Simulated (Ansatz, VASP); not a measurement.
One calculation of BaSc2C2, two programs

```
Ba Sc C
1.0
     4.26409    0.00000    0.00000
     0.00000    4.26409    0.00000
     0.00000    0.00000    6.05645
Ba Sc C
1 2 2
Cartesian
  0.0000 0.0000 0.0000
  2.1320 0.0000 3.0282
  0.0000 2.1320 3.0282
  2.1320 2.1320 3.8227
  2.1320 2.1320 2.2337
```

Change from the starting cell: species swapped into the CeMg2Si2 type (P4/mmm, No. 123).

Alike in both runs: functional PBE; k mesh 4 × 4 × 4; occupations gaussian, width 0.1 eV; no spin polarisation.

Ansatz relaxed the structure, and its values are those at the end. VASP's run is a single point on that final structure, the one shown.

|  | VASP | Ansatz |
| --- | --- | --- |
| version | VASP 6.6.1 | Ansatz 0.2.0 |
| potentials or method | VASP PAW PBE potentials, release 64 (Ba_sv, Sc_sv, C) | scalar-relativistic, plane waves, PAW |
| plane-wave cutoff (eV) | 520 | 420 |
| valence electrons in the cell | 40 | 40 |

|  | VASP | Ansatz | Ansatz less VASP |
| --- | --- | --- | --- |
| gap on the k mesh at the Fermi level (eV) | none | none | - |
| pressure (GPa) | 0.4 | 0.0 | -0.41 |
| rms of the force components (eV/Å) | 0.018 | 0.001 | -0.0171 |

A gap of «none» marks a metal or a gap that the smearing closes.

Caveats: the k mesh is coarse (spacing up to 0.37 Å⁻¹), so the values aren't converged. The runs have no spin-orbit coupling, so splittings on Ba are missing.
